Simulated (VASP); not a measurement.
A convergence study with VASP on ZnO (wurtzite): one setting is varied, all else stays as given below, so the limit is that of these other settings.

```
ZnO
1.0
    1.62500    -2.81458     0.00000
    1.62500     2.81458     0.00000
    0.00000     0.00000     5.21000
Zn O
2 2
Direct
  0.66667   0.33333   0.50000
  0.33333   0.66667   0.00000
  0.66667   0.33333   0.88200
  0.33333   0.66667   0.38200
```

Level of theory: PBE GGA, VASP's PBE PAW potentials (set 64) (plane waves; VASP 6.6.1). The tightest run used: 700 eV cut-off, 13×13×7 Monkhorst-Pack mesh, Gaussian smearing of 0.050 eV, potentials Zn O.

```csv
setting,E (eV/atom),pressure (GPa),irreducible k-points
1×1×1 mesh,-1.8014,36.23,1
2×2×1 mesh,-4.5860,3.44,2
3×3×2 mesh,-4.4349,5.97,3
```

These are the cheaper rows. Estimate the results at 13×13×7 mesh, and how far the last row shown lies from them.

```tsv
quantity	tightest run	last row shown is off by
E (eV/atom)	-4.4587	0.0238
pressure (GPa)	5.61	0.37
```

Left out are rungs that failed or repeat a setting and relaxations that didn't move; long series are thinned to 24 rows.

The compound is ZnO in the wurtzite structure. The cell was not relaxed at this level.
